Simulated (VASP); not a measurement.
Method: PBE GGA, VASP's PBE PAW potentials (set 64) (plane waves; VASP 6.6.1).

The input files of a VASP run:

### INCAR
```
SYSTEM=CuZn
PREC=Accurate; ENCUT=500; LREAL=.FALSE.
LASPH=.TRUE.
EDIFF=1E-6; NELM=100; ALGO=Normal
LMAXMIX=4
ISMEAR=1; SIGMA=0.1
GGA=PE
IBRION=2; NSW=40; ISIF=3
EDIFFG=-0.02; PSTRESS=100
LWAVE=.FALSE.; LCHARG=.FALSE.
```

KPOINTS:
```
Automatic mesh
0
Gamma
13 13 13
0 0 0
```

### POSCAR
```
CuZn
1
    2.8974647049    -0.0000000000    -0.0000000000
   -0.0000000000     2.8974647049    -0.0000000000
    0.0000000000     0.0000000000     2.8974647049
Zn Cu
1 1
Direct
  0.5000000000   0.5000000000   0.5000000000
  0.0000000000   0.0000000000   0.0000000000
```

POTCAR, in this order: Zn Cu (PBE.64 set). Program: vasp_std.

Output of the run:

OSZICAR:
```
       N       E                     dE             d eps       ncg     rms          rms(c)
DAV:   1     0.108061162418E+03    0.10806E+03   -0.11394E+04  2664   0.251E+03
DAV:   2    -0.303795420314E+01   -0.11110E+03   -0.10836E+03  2541   0.325E+02
DAV:   3    -0.606514097161E+01   -0.30272E+01   -0.30216E+01  3136   0.722E+01
DAV:   4    -0.608445941911E+01   -0.19318E-01   -0.19318E-01  2870   0.504E+00
DAV:   5    -0.608473048849E+01   -0.27107E-03   -0.27107E-03  3381   0.618E-01    0.994E+00
DAV:   6    -0.584002435196E+01    0.24471E+00   -0.16748E+01  2747   0.111E+02    0.584E+00
DAV:   7    -0.496524646264E+01    0.87478E+00   -0.38073E+00  2733   0.108E+02    0.249E+00
DAV:   8    -0.496653549522E+01   -0.12890E-02   -0.17819E-01  3176   0.569E+00    0.136E+00
DAV:   9    -0.495653381956E+01    0.10002E-01   -0.18581E-02  3145   0.364E+00    0.661E-02
DAV:  10    -0.495654559013E+01   -0.11771E-04   -0.53464E-04  3372   0.270E-01    0.337E-02
DAV:  11    -0.495654799758E+01   -0.24075E-05   -0.11862E-05  3661   0.111E-01    0.850E-03
DAV:  12    -0.495654682126E+01    0.11763E-05   -0.17287E-06  1813   0.374E-02    0.167E-03
DAV:  13    -0.495654659601E+01    0.22525E-06   -0.36268E-07  1568   0.161E-02
   1 F= -.34382945E+01 E0= -.34379844E+01  d E =-.343829E+01
```

OUTCAR:
```
------------------------ aborting loop because EDIFF is reached ----------------------------------------
  FORCE on cell =-STRESS in cart. coord.  units (eV):
  Direction    XX          YY          ZZ          XY          YZ          ZX
  --------------------------------------------------------------------------------------
  Total        1.4800312      1.4800312      1.4800312      0.0000000     -0.0000000     -0.0000000
  in kB       97.4825769     97.4825769     97.4825769      0.0000000     -0.0000000     -0.0000000
  external PRESSURE =      -2.5174231 kB  Pullay stress =     100.0000000 kB
  volume of cell :       24.33
      direct lattice vectors                 reciprocal lattice vectors
     2.897464705  0.000000000  0.000000000     0.345129312  0.000000000  0.000000000
     0.000000000  2.897464705  0.000000000     0.000000000  0.345129312  0.000000000
     0.000000000  0.000000000  2.897464705     0.000000000  0.000000000  0.345129312
 POSITION                                       TOTAL-FORCE (eV/Angst)
 -----------------------------------------------------------------------------------
      1.44873      1.44873      1.44873         0.000000      0.000000      0.000000
      0.00000      0.00000      0.00000         0.000000      0.000000      0.000000
 -----------------------------------------------------------------------------------
    total drift:                                0.000000      0.000000     -0.000000
  FREE ENERGIE OF THE ION-ELECTRON SYSTEM (eV)
  ---------------------------------------------------
  free  energy   TOTEN  =        -4.9565465960 eV

  energy  without entropy=       -4.9556161128  energy(sigma->0) =       -4.95623643
  enthalpy is  TOTEN    =        -3.4382945303 eV   P V=        1.5182520657

 reached required accuracy - stopping structural energy minimisation
```
(Selected blocks of OUTCAR.)

The compound is CuZn in the CsCl type structure. It was relaxed first under an external pressure of 10 GPa. The electron count is odd and the run is not spin-polarised, which forces a metal.
